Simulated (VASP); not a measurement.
```xyz
2
Lattice="4.1692 0.0000 0.0000 0.0000 4.1692 0.0000 0.0000 0.0000 4.1692" Properties=species:S:1:pos:R:3 pbc="T T T"
Cs     0.0000     0.0000     0.0000
Cl     2.0846     2.0846     2.0846
```

All values below come from r2SCAN+rVV10, VASP's PBE PAW potentials (set 64) (plane waves; VASP). Settings: 520 eV cut-off, 7×7×7 Γ-centred mesh, Gaussian smearing of 0.050 eV, potentials Cs_sv Cl.

Unless said otherwise, spin-orbit coupling is left out, though it shifts the bands of the heavy elements here.

Q: Predict the energy per atom (σ→0), pressure, band gap (on the k-mesh) with the smallest direct gap where there is one.

A: 
```yaml
band gap (on the k-mesh): 5.80 eV
smallest direct gap (on the k-mesh): 5.80 eV
energy per atom (σ→0): -17.473 eV/atom
pressure: -1.05 GPa
```

Only differences to runs with the same potentials and settings are physical.

The compound is CsCl in the CsCl type structure. This cell is one point of a volume scan, at 1.06 of the reference volume.
